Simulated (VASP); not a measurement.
Computed with TPSS meta-GGA, VASP's PBE PAW potentials (set 64) (plane waves; VASP).

The input files of a VASP run:

### POSCAR
```
SnO2
1.0
  4.7701778429   0.0000000000   0.0000000000
  0.0000000000   4.7701778429   0.0000000000
  0.0000000000   0.0000000000   3.2197953572
Sn O
2 4
Cart
  0.0000000000   0.0000000000   0.0000000000
  2.3850889214   2.3850889214   1.6098976786
  1.4615030886   1.4615030886   0.0000000000
  3.8465920100   0.9235858329   1.6098976786
  0.9235858329   3.8465920100   1.6098976786
  3.3086747543   3.3086747543   0.0000000000
```

INCAR:
```
SYSTEM = SnO2
PREC = Accurate; ENCUT = 520; LREAL = .FALSE.
LASPH = .TRUE.
EDIFF = 1E-6; NELM = 100; ALGO = Normal
LMAXMIX = 4; LMIXTAU = .TRUE.
ISMEAR = 0; SIGMA = 0.05
METAGGA = TPSS
IBRION = 2; NSW = 60; ISIF = 3
EDIFFG = -0.02
LWAVE = .FALSE.; LCHARG = .FALSE.
```

### KPOINTS
```
Automatic
0
G
  4 4 6
0 0 0
```

POTCAR, in this order: Sn_d O (PBE.64 set). Program: vasp_std.

The run wrote:

### OSZICAR
```
       N       E                     dE             d eps       ncg     rms          rms(c)
DAV:   1     0.665165000645E+03    0.66517E+03   -0.26850E+04  1579   0.265E+03
DAV:   2     0.953223758282E+02   -0.56984E+03   -0.55208E+03  1538   0.685E+02
DAV:   3    -0.413873630392E+01   -0.99461E+02   -0.97855E+02  1705   0.239E+02
DAV:   4    -0.890869464616E+01   -0.47700E+01   -0.47442E+01  1755   0.574E+01
DAV:   5    -0.901588928734E+01   -0.10719E+00   -0.10714E+00  1751   0.898E+00    0.200E+01
DAV:   6    -0.699739254247E+02   -0.60958E+02   -0.28556E+02  1662   0.146E+02    0.183E+01
DAV:   7    -0.661629393901E+02    0.38110E+01   -0.48960E+00  2221   0.317E+01    0.136E+01
DAV:   8    -0.677331653998E+02   -0.15702E+01   -0.91385E+01  2292   0.125E+02    0.164E+01
DAV:   9    -0.629984022619E+02    0.47348E+01   -0.22268E+01  2237   0.434E+01    0.489E+00
DAV:  10    -0.630817067799E+02   -0.83305E-01   -0.87828E-01  1628   0.615E+00    0.424E+00
DAV:  11    -0.628115391165E+02    0.27017E+00   -0.82198E-01  2189   0.981E+00    0.112E+00
DAV:  12    -0.628197135152E+02   -0.81744E-02   -0.20126E-01  2319   0.400E+00    0.238E-01
DAV:  13    -0.628233562807E+02   -0.36428E-02   -0.88647E-03  1672   0.712E-01    0.244E-01
DAV:  14    -0.628220438791E+02    0.13124E-02   -0.33291E-03  1848   0.975E-01    0.761E-02
DAV:  15    -0.628242160986E+02   -0.21722E-02   -0.39357E-03  2237   0.888E-01    0.147E-01
DAV:  16    -0.628235025804E+02    0.71352E-03   -0.14888E-03  2210   0.448E-01    0.371E-02
DAV:  17    -0.628238968949E+02   -0.39431E-03   -0.45817E-04  1674   0.179E-01    0.136E-02
DAV:  18    -0.628239804573E+02   -0.83562E-04   -0.15799E-05  1783   0.413E-02    0.107E-02
DAV:  19    -0.628240062519E+02   -0.25795E-04   -0.15164E-05  1558   0.305E-02    0.251E-03
DAV:  20    -0.628240093666E+02   -0.31147E-05   -0.13388E-06  1073   0.143E-02    0.115E-03
DAV:  21    -0.628240091644E+02    0.20222E-06   -0.39493E-07   905   0.110E-02
   1 F= -.62824009E+02 E0= -.62824009E+02  d E =-.628240E+02
       N       E                     dE             d eps       ncg     rms          rms(c)
DAV:   1    -0.636476767069E+02   -0.82367E+00   -0.24711E+01  1876   0.835E+01    0.661E+00
DAV:   2    -0.629197270787E+02    0.72795E+00   -0.23823E+00  2004   0.175E+01    0.222E+00
DAV:   3    -0.628182958533E+02    0.10143E+00   -0.19613E-01  2026   0.976E+00    0.852E-01
DAV:   4    -0.627936763806E+02    0.24619E-01   -0.13541E-01  1988   0.721E+00    0.272E-01
DAV:   5    -0.628062649214E+02   -0.12589E-01   -0.47136E-02  2086   0.251E+00    0.123E-01
DAV:   6    -0.628060873695E+02    0.17755E-03   -0.10690E-03  1665   0.299E-01    0.677E-02
DAV:   7    -0.628055850920E+02    0.50228E-03   -0.45771E-04  1715   0.161E-01    0.267E-02
DAV:   8    -0.628060150380E+02   -0.42995E-03   -0.14137E-04  2157   0.136E-01    0.831E-03
DAV:   9    -0.628060262931E+02   -0.11255E-04   -0.12042E-05  2260   0.566E-02    0.508E-03
DAV:  10    -0.628060279727E+02   -0.16795E-05   -0.10929E-05  1864   0.301E-02    0.298E-03
DAV:  11    -0.628060337416E+02   -0.57689E-05   -0.49295E-06  1642   0.221E-02    0.175E-03
DAV:  12    -0.628060344002E+02   -0.65862E-06   -0.26605E-07  1010   0.628E-03
   2 F= -.62806034E+02 E0= -.62806034E+02  d E =0.179748E-01
       N       E                     dE             d eps       ncg     rms          rms(c)
DAV:   1    -0.631472365909E+02   -0.34120E+00   -0.80692E+00  1883   0.431E+01    0.399E+00
DAV:   2    -0.628801240909E+02    0.26711E+00   -0.86604E-01  2025   0.110E+01    0.128E+00
DAV:   3    -0.628517449050E+02    0.28379E-01   -0.63535E-02  1988   0.641E+00    0.517E-01
DAV:   4    -0.628407846817E+02    0.10960E-01   -0.42877E-02  2011   0.435E+00    0.153E-01
DAV:   5    -0.628455331359E+02   -0.47485E-02   -0.15961E-02  2065   0.157E+00    0.976E-02
DAV:   6    -0.628458655988E+02   -0.33246E-03   -0.42662E-04  1715   0.187E-01    0.537E-02
DAV:   7    -0.628458593944E+02    0.62044E-05   -0.22334E-04  1815   0.147E-01    0.204E-02
DAV:   8    -0.628460163719E+02   -0.15698E-03   -0.62679E-05  2150   0.800E-02    0.599E-03
DAV:   9    -0.628460143342E+02    0.20377E-05   -0.48852E-06  1730   0.374E-02    0.310E-03
DAV:  10    -0.628460139691E+02    0.36513E-06   -0.37748E-06  1290   0.224E-02
   3 F= -.62846014E+02 E0= -.62846014E+02  d E =-.220048E-01
       N       E                     dE             d eps       ncg     rms          rms(c)
DAV:   1    -0.628460721091E+02   -0.57775E-04   -0.17356E-03  1883   0.655E-01    0.574E-02
DAV:   2    -0.628460121760E+02    0.59933E-04   -0.17775E-04  2039   0.152E-01    0.187E-02
DAV:   3    -0.628460068553E+02    0.53207E-05   -0.13026E-05  1906   0.901E-02    0.743E-03
DAV:   4    -0.628460072392E+02   -0.38390E-06   -0.88571E-06  1706   0.626E-02
   4 F= -.62846007E+02 E0= -.62846007E+02  d E =-.219981E-01
       N       E                     dE             d eps       ncg     rms          rms(c)
DAV:   1    -0.628468255548E+02   -0.81870E-03   -0.11301E-01  1488   0.275E+00    0.207E-01
DAV:   2    -0.628465419806E+02    0.28357E-03   -0.59169E-03  1851   0.697E-01    0.104E-01
DAV:   3    -0.628463061368E+02    0.23584E-03   -0.63100E-04  1892   0.337E-01    0.344E-02
DAV:   4    -0.628462764193E+02    0.29718E-04   -0.20428E-04  2226   0.168E-01    0.101E-02
DAV:   5    -0.628462620676E+02    0.14352E-04   -0.11922E-04  1649   0.123E-01    0.856E-03
DAV:   6    -0.628463329438E+02   -0.70876E-04   -0.13130E-05  1601   0.381E-02    0.400E-03
DAV:   7    -0.628463366828E+02   -0.37390E-05   -0.36275E-06  1464   0.169E-02    0.134E-03
DAV:   8    -0.628463372427E+02   -0.55988E-06   -0.85158E-07   835   0.117E-02
   5 F= -.62846337E+02 E0= -.62846337E+02  d E =-.330004E-03
```

**OUTCAR**
```
------------------------ aborting loop because EDIFF is reached ----------------------------------------
  FORCE on cell =-STRESS in cart. coord.  units (eV):
  Direction    XX          YY          ZZ          XY          YZ          ZX
  --------------------------------------------------------------------------------------
  Total        0.0429822      0.0429822     -0.0032334      0.0000000      0.0000000      0.0000000
  in kB        0.9199694      0.9199694     -0.0692056      0.0000000      0.0000000      0.0000000
  external PRESSURE =       0.5902444 kB  Pullay stress =       0.0000000 kB
  volume of cell :       74.86
      direct lattice vectors                 reciprocal lattice vectors
     4.804571801  0.000000000  0.000000000     0.208135093  0.000000000  0.000000000
    -0.000000000  4.804571801  0.000000000    -0.000000000  0.208135093  0.000000000
     0.000000000  0.000000000  3.242772959     0.000000000  0.000000000  0.308378050
 POSITION                                       TOTAL-FORCE (eV/Angst)
 -----------------------------------------------------------------------------------
      0.00000      0.00000      3.24277         0.000000     -0.000000      0.000000
      2.40229      2.40229      1.62139         0.000000     -0.000000      0.000000
      1.47201      1.47201      0.00000        -0.003166     -0.003166     -0.000000
      3.87429      0.93028      1.62139        -0.003166      0.003166      0.000000
      0.93028      3.87429      1.62139         0.003166     -0.003166     -0.000000
      3.33257      3.33257      3.24277         0.003166      0.003166      0.000000
 -----------------------------------------------------------------------------------
    total drift:                                0.000000      0.000000      0.000000
  FREE ENERGIE OF THE ION-ELECTRON SYSTEM (eV)
  ---------------------------------------------------
  free  energy   TOTEN  =       -62.8463372427 eV

  energy  without entropy=      -62.8463372427  energy(sigma->0) =      -62.84633724

 reached required accuracy - stopping structural energy minimisation
```
(Selected blocks of OUTCAR.)

**CONTCAR**
```
SnO2
   1.00000000000000
     4.8045718009258378    0.0000000000000000    0.0000000000000000
    -0.0000000000000000    4.8045718009258378    0.0000000000000000
     0.0000000000000000    0.0000000000000000    3.2427729585114542
  Sn              O
     2     4
Direct
     0.0000000000000000    0.0000000000000000    1.0000000000000000
     0.5000000000000000    0.5000000000000000    0.5000000000000000
     0.3063762501409252    0.3063762501409252    0.0000000000000000
     0.8063762501409251    0.1936237498590749    0.5000000000000000
     0.1936237498590749    0.8063762501409251    0.5000000000000000
     0.6936237498590749    0.6936237498590749    1.0000000000000000
```

### OUTCAR
```
 val. band max:        5.4704640430   @ k =   0.0000   0.0000   0.0000

 cond. band min:       6.3522602566   @ k =   0.0000   0.0000   0.0000


 Fermi energy:         5.7310352089

 k-point     1 :       0.0000    0.0000    0.0000
  band No.  band energies     occupation
      1     -15.7593      2.00000
      2     -14.9846      2.00000
      3     -14.7604      2.00000
      4     -14.7604      2.00000
      5     -14.7517      2.00000
      6     -14.6913      2.00000
      7     -14.6237      2.00000
      8     -14.5506      2.00000
      9     -14.5125      2.00000
     10     -14.5125      2.00000
     11     -13.6367      2.00000
     12     -11.9880      2.00000
     13     -11.9880      2.00000
     14     -10.3190      2.00000
     15      -2.4850      2.00000
     16       1.5711      2.00000
     17       1.5711      2.00000
     18       1.6653      2.00000
     19       2.4891      2.00000
     20       3.5276      2.00000
     21       3.5462      2.00000
     22       4.2317      2.00000
     23       4.2317      2.00000
     24       4.7391      2.00000
     25       4.7391      2.00000
     26       5.4705      2.00000
     27       6.3523      0.00000
     28      11.4128      0.00000
     29      11.6870      0.00000
     30      11.6870      0.00000
     31      15.9549      0.00000

 k-point     2 :       0.2500    0.0000    0.0000
  band No.  band energies     occupation
      1     -15.6676      2.00000
      2     -15.1071      2.00000
      3     -14.7577      2.00000
      4     -14.7576      2.00000
      5     -14.7528      2.00000
      6     -14.7394      2.00000
      7     -14.6118      2.00000
      8     -14.5598      2.00000
      9     -14.5160      2.00000
     10     -14.5158      2.00000
     11     -13.4600      2.00000
     12     -12.3175      2.00000
     13     -11.6626      2.00000
     14     -10.4749      2.00000
     15      -2.0766      2.00000
     16       0.5996      2.00000
     17       1.8301      2.00000
...
```

Energy and stress use the plane-wave basis of the starting cell. Unless said otherwise, spin-orbit coupling is left out, though it shifts the bands of the heavy elements here.

The compound is SnO2 in the rutile structure. This run relaxes it. Symmetry was kept, so distortions that lower it aren't found. The start is the result of an earlier pass.
